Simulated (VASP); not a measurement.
Given:

```xyz
4
Lattice="1.9012 -3.2930 0.0000 1.9012 3.2930 0.0000 0.0000 0.0000 6.2294" Properties=species:S:1:pos:R:3 pbc="T T T"
Zn     1.9012    -1.0977     3.1156
Zn     1.9012     1.0977     0.0009
S      1.9012    -1.0977     5.4498
S      1.9012     1.0977     2.3351
```

Level of theory: PBE GGA with D3 dispersion (Becke-Johnson damping), VASP's PBE PAW potentials (set 64) (plane waves; VASP 6.6.1). Settings: 520 eV cut-off, Gaussian smearing of 0.050 eV, potentials Zn S.

Give the energies of bands 8 to 21 at the high-symmetry points, in eV from the valence-band maximum.

```json
[
 {"band": "8", "Γ": "-5.92", "M": "-6.00", "K": "-5.96", "A": "-6.34", "L": "-6.06", "H": "-6.00"},
 {"band": "9", "Γ": "-5.92", "M": "-5.86", "K": "-5.91", "A": "-5.88", "L": "-5.84", "H": "-5.92"},
 {"band": "10", "Γ": "-5.84", "M": "-5.81", "K": "-5.89", "A": "-5.88", "L": "-5.84", "H": "-5.92"},
 {"band": "11", "Γ": "-5.84", "M": "-5.74", "K": "-5.65", "A": "-5.88", "L": "-5.67", "H": "-5.54"},
 {"band": "12", "Γ": "-5.69", "M": "-5.71", "K": "-5.65", "A": "-5.88", "L": "-5.67", "H": "-5.54"},
 {"band": "13", "Γ": "-5.38", "M": "-4.85", "K": "-4.34", "A": "-2.88", "L": "-4.90", "H": "-4.78"},
 {"band": "14", "Γ": "-0.91", "M": "-4.15", "K": "-4.34", "A": "-2.88", "L": "-4.90", "H": "-4.78"},
 {"band": "15", "Γ": "-0.91", "M": "-3.30", "K": "-3.89", "A": "-0.47", "L": "-1.64", "H": "-3.08"},
 {"band": "16", "Γ": "-0.07", "M": "-2.27", "K": "-2.35", "A": "-0.47", "L": "-1.64", "H": "-3.08"},
 {"band": "17", "Γ": "0.00", "M": "-1.70", "K": "-2.35", "A": "-0.47", "L": "-1.63", "H": "-1.36"},
 {"band": "18", "Γ": "0.00", "M": "-0.90", "K": "-2.11", "A": "-0.47", "L": "-1.63", "H": "-1.36"},
 {"band": "19", "Γ": "2.24", "M": "3.65", "K": "4.26", "A": "3.58", "L": "3.56", "H": "4.52"},
 {"band": "20", "Γ": "3.11", "M": "4.28", "K": "5.94", "A": "3.58", "L": "3.56", "H": "4.52"},
 {"band": "21", "Γ": "6.30", "M": "5.12", "K": "5.94", "A": "6.76", "L": "5.22", "H": "6.36"}
]
```

The gap is direct, 2.24 eV, from the valence maximum at Γ to the conduction minimum at Γ.

Measured: gap 3.91 eV (computed value off by -1.67 eV), as given by Mehmet Aras et al., The Journal of Chemical Physics (2014), arXiv:1312.4272.

The compound is ZnS in the wurtzite structure, the high-temperature form. It was relaxed first.
